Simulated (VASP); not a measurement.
VASP runs on Sb2Se3 (space group P-3m1) share one base input (PBE GGA, plane waves, VASP's PBE PAW potentials (set 64)) and change the settings named in each case.

**INCAR**
```
SYSTEM = Sb2Se3
PREC = Accurate
ENCUT = 300
EDIFF = 1E-6
NELM = 100
ALGO = Normal
LREAL = .FALSE.
LASPH = .TRUE.
ISMEAR = -1
SIGMA = 0.1
GGA = PE
LMAXMIX = 4
LWAVE = .FALSE.
LCHARG = .FALSE.
ISIF = 2
```

POSCAR:
```
Sb2Se3
1
    4.6471880000     0.0000000000     0.0000000000
   -2.3235930000     4.0245820000     0.0000000000
    0.0000000000     0.0000000000     7.2410220000
Sb Se
2 3
Direct
  0.3333330000   0.6666670000   0.2467000000
  0.6666670000   0.3333330000   0.7533000000
  0.0000000000   0.0000000000   0.0000000000
  0.3333330000   0.6666670000   0.6470000000
  0.6666670000   0.3333330000   0.3530000000
```

**KPOINTS**
```
Automatic mesh
0
Gamma
4 4 2
0 0 0
```

POTCAR, in this order: Sb Se (PBE.64 set). Program: vasp_std.

```tsv
change	E(σ→0) (eV/atom)	pressure (GPa)	largest force (eV/Å)	−TS (eV)
base run	-3.7748	1.91	0.626	-0.0436
GGA removed, POTCAR Sb Se (LDA.64 set)	-4.4347	[?]	[?]	[?]
GGA_COMPAT = .FALSE., LNONCOLLINEAR = .TRUE., LSORBIT = .TRUE., MAGMOM = 0.0 0.0 0.0 0.0 0.0 0.0 0.0 0.0 0.0 0.0 0.0 0.0 0.0 0.0 0.0, program vasp_ncl	-3.8096	2.00	0.636	-0.0411
KPOINTS 6×6×3 Γ-centred mesh	-3.7935	2.04	0.645	-0.0289
```

Question: Some entries are withheld; supply them.

Answer: 
- GGA removed, POTCAR Sb Se (LDA.64 set), pressure (GPa): -2.13
- GGA removed, POTCAR Sb Se (LDA.64 set), largest force (eV/Å): 0.508
- GGA removed, POTCAR Sb Se (LDA.64 set), −TS (eV): -0.0467

Energies of different potentials or functionals have different zeros. Unless said otherwise, spin-orbit coupling is left out, though it shifts the bands of the heavy elements here.

Left out are runs that ran out of time, are held back, or changed the cell or the kind of run, fixed moments of cells without a moment, rows past the twelfth, gaps on odd meshes, pressures of charged cells and columns that move by less than the noise.

The structure was generated: Sb2Se3 was put into an ordered model structure, which need not be its known phase. The cell was not relaxed at this level, forces remain on its atoms, its lattice was scaled by up to 2.5 %.
